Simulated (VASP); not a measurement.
OSZICAR of a VASP run on TiB2 (AlB2 type):

**OSZICAR**
```
       N       E                     dE             d eps       ncg     rms          rms(c)
DAV:   1     0.128775305122E+03    0.12878E+03   -0.94335E+03  6760   0.159E+03
DAV:   2    -0.188728504420E+02   -0.14765E+03   -0.14402E+03  6845   0.394E+02
DAV:   3    -0.285169803417E+02   -0.96441E+01   -0.94835E+01  9927   0.947E+01
DAV:   4    -0.288422188198E+02   -0.32524E+00   -0.32503E+00  8707   0.162E+01
DAV:   5    -0.288528294226E+02   -0.10611E-01   -0.10610E-01 10119   0.257E+00    0.169E+01
DAV:   6    -0.234773097641E+02    0.53755E+01   -0.26708E+01  8992   0.604E+01    0.382E+00
DAV:   7    -0.235312914355E+02   -0.53982E-01   -0.16334E+00  7562   0.147E+01    0.321E+00
DAV:   8    -0.235411900626E+02   -0.98986E-02   -0.14365E-01 10174   0.337E+00    0.699E-01
DAV:   9    -0.235369351224E+02    0.42549E-02   -0.56112E-02  9200   0.318E+00    0.264E-01
DAV:  10    -0.235363294013E+02    0.60572E-03   -0.50863E-03  8763   0.997E-01    0.765E-02
DAV:  11    -0.235363127235E+02    0.16678E-04   -0.23175E-04  9550   0.194E-01    0.586E-02
DAV:  12    -0.235362896222E+02    0.23101E-04   -0.14257E-04  8997   0.159E-01    0.101E-02
DAV:  13    -0.235362891394E+02    0.48280E-06   -0.10122E-05  8121   0.428E-02    0.308E-03
DAV:  14    -0.235362891433E+02   -0.38694E-08   -0.28791E-07  3980   0.700E-03
   1 F= -.23536289E+02 E0= -.23536239E+02  d E =-.148985E-03
```

Problem. Which electronic solver shows in the log?

Solution. It is blocked Davidson (ALGO = Normal, or the opening steps of other solvers). The INCAR had ALGO = Normal.

Problem. Can the final energy be trusted as converged?

Solution. The run converged. It stopped with EDIFF = 1E-6, NELM = 100 (PBE GGA + U (Dudarev), plane waves, VASP's PBE PAW potentials (set 64)).

The compound is TiB2 in the AlB2 type structure. The cell was not relaxed at this level, atoms are displaced from their ideal sites. The run is one of a series of settings (LDAU = .TRUE., LDAUJ = 0 0, LDAUL = 2 -1, LDAUTYPE = 2, LDAUU = 1.0 0 against the base run), some of them coarse on purpose.
